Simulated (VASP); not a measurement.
Level of theory: PW91 GGA, VASP's PBE PAW potentials (set 64) (plane waves; VASP).

VASP ran on this input.

**INCAR**
```
SYSTEM = TiCo
PREC = Accurate; ENCUT = 520; LREAL = .FALSE.
LASPH = .TRUE.
EDIFF = 1E-7; NELM = 100; ALGO = Normal
LMAXMIX = 4
ISMEAR = 1; SIGMA = 0.1
GGA = 91
ISIF = 2
LWAVE = .FALSE.; LCHARG = .FALSE.
```

**KPOINTS**
```
Automatic mesh
0
Gamma
12 12 12
0 0 0
```

### POSCAR
```
TiCo
1
    2.9689718965     0.0000000000     0.0000000000
    0.0000000000     2.9689718965     0.0000000000
    0.0000000000     0.0000000000     2.9689718965
Ti Co
1 1
Direct
  0.0000000000   0.0000000000   0.0000000000
  0.5000000000   0.5000000000   0.5000000000
```

POTCAR, in this order: Ti_sv Co (PBE.64 set). Program: vasp_std.

Output of the run:

File OUTCAR:
```
 ion  position               nearest neighbor table
   1  0.000  0.000  0.000-   2 2.57   2 2.57   2 2.57   2 2.57   2 2.57   2 2.57   2 2.57   2 2.57
  LATTYP: Found a simple cubic cell.
 ALAT       =     2.9689718965
 Subroutine PRICEL returns:
 Original cell was already a primitive cell.
 Subroutine GETGRP returns: Found 48 space group operations
The static configuration has the point symmetry O_h .
The dynamic configuration has the point symmetry O_h .
 Subroutine INISYM returns: Found 48 space group operations
 Subroutine IBZKPT returns following result:
 Found     84 irreducible k-points:

 Following reciprocal coordinates:
            Coordinates               Weight
  0.000000  0.000000  0.000000      1.000000
  0.083333  0.000000  0.000000      6.000000
  0.166667  0.000000  0.000000      6.000000
  0.250000  0.000000  0.000000      6.000000
  0.333333  0.000000  0.000000      6.000000
  0.416667  0.000000  0.000000      6.000000
  0.500000  0.000000  0.000000      3.000000
  0.083333  0.083333  0.000000     12.000000
  0.166667  0.083333  0.000000     24.000000
  0.250000  0.083333  0.000000     24.000000
...
```

### OSZICAR
```
       N       E                     dE             d eps       ncg     rms          rms(c)
DAV:   1     0.152198164880E+03    0.15220E+03   -0.10553E+04  2352   0.189E+03
DAV:   2    -0.851153359602E+01   -0.16071E+03   -0.15823E+03  2400   0.412E+02
DAV:   3    -0.175821498457E+02   -0.90706E+01   -0.89924E+01  3732   0.108E+02
DAV:   4    -0.178508980992E+02   -0.26875E+00   -0.26345E+00  2950   0.150E+01
DAV:   5    -0.178601155803E+02   -0.92175E-02   -0.92172E-02  3392   0.264E+00    0.130E+01
DAV:   6    -0.159476247285E+02    0.19125E+01   -0.12553E+01  3086   0.538E+01    0.594E+00
DAV:   7    -0.185602371824E+02   -0.26126E+01   -0.27708E+01  3858   0.493E+01    0.236E+01
DAV:   8    -0.155888475168E+02    0.29714E+01   -0.17391E+01  3520   0.400E+01    0.172E+00
DAV:   9    -0.156205900585E+02   -0.31743E-01   -0.25838E-01  3046   0.494E+00    0.185E+00
DAV:  10    -0.156057876331E+02    0.14802E-01   -0.79587E-02  3492   0.359E+00    0.479E-01
DAV:  11    -0.156042336311E+02    0.15540E-02   -0.61670E-03  2970   0.933E-01    0.305E-01
DAV:  12    -0.156037019015E+02    0.53173E-03   -0.18575E-03  3470   0.373E-01    0.100E-01
DAV:  13    -0.156035864288E+02    0.11547E-03   -0.31519E-04  3016   0.167E-01    0.436E-02
DAV:  14    -0.156035736640E+02    0.12765E-04   -0.76606E-05  3436   0.751E-02    0.713E-03
DAV:  15    -0.156035737818E+02   -0.11777E-06   -0.48387E-06  2742   0.306E-02    0.166E-03
DAV:  16    -0.156035738820E+02   -0.10021E-06   -0.19238E-07  2200   0.570E-03    0.327E-04
DAV:  17    -0.156035738510E+02    0.31019E-07   -0.18361E-08  1326   0.168E-03
   1 F= -.15603574E+02 E0= -.15602994E+02  d E =-.173984E-02
```

**OUTCAR**
```
------------------------ aborting loop because EDIFF is reached ----------------------------------------
  FORCE on cell =-STRESS in cart. coord.  units (eV):
  Direction    XX          YY          ZZ          XY          YZ          ZX
  --------------------------------------------------------------------------------------
  Total       -0.0252197     -0.0252197     -0.0252197      0.0000000      0.0000000      0.0000000
  in kB       -1.5439435     -1.5439435     -1.5439435      0.0000000      0.0000000      0.0000000
  external PRESSURE =      -1.5439435 kB  Pullay stress =       0.0000000 kB
  volume of cell :       26.17
      direct lattice vectors                 reciprocal lattice vectors
     2.968971896  0.000000000  0.000000000     0.336816930  0.000000000  0.000000000
     0.000000000  2.968971896  0.000000000     0.000000000  0.336816930  0.000000000
     0.000000000  0.000000000  2.968971896     0.000000000  0.000000000  0.336816930
 POSITION                                       TOTAL-FORCE (eV/Angst)
 -----------------------------------------------------------------------------------
      0.00000      0.00000      0.00000         0.000000      0.000000      0.000000
      1.48449      1.48449      1.48449         0.000000      0.000000      0.000000
 -----------------------------------------------------------------------------------
    total drift:                                0.000000      0.000000     -0.000000
  FREE ENERGIE OF THE ION-ELECTRON SYSTEM (eV)
  ---------------------------------------------------
  free  energy   TOTEN  =       -15.6035738510 eV

  energy  without entropy=      -15.6018340094  energy(sigma->0) =      -15.60299390
```
(Selected blocks of OUTCAR.)

The compound is TiCo in the CsCl type structure. It was relaxed first. The run is not spin-polarised, so no magnetic state was tried. The electron count is odd and the run is not spin-polarised, which forces a metal.
